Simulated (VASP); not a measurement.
```xyz
2
Lattice="2.9655 0.0000 0.0000 0.0000 2.9655 0.0000 0.0000 0.0000 2.9655" Properties=species:S:1:pos:R:3 pbc="T T T"
Hf     0.0000     0.0000     0.0000
B      1.4828     1.4828     1.4828
```

Level of theory: PBEsol GGA, VASP's PBE PAW potentials (set 64) (plane waves; VASP). Run with 520 eV cut-off, 14×14×14 Γ-centred mesh, tetrahedra with Blöchl corrections, potentials Hf_pv B.

Question: The job: HfB (relaxed from the CsCl type structure, space group Pm-3m), 2 atoms, PBEsol, static run, 520 eV, 14×14×14 Γ-centred mesh. Roughly how much core time does it take on a busy server core?

Answer: About 9 core-seconds (one run on a shared machine, a rough figure). It had 120 irreducible k-points, 10 bands, up to 739 plane waves and 12 electronic steps.

The structure was generated: HfB was put into the CsCl type type (Pm-3m), which need not be its known phase. It was relaxed first, which changed the volume by -32 %.
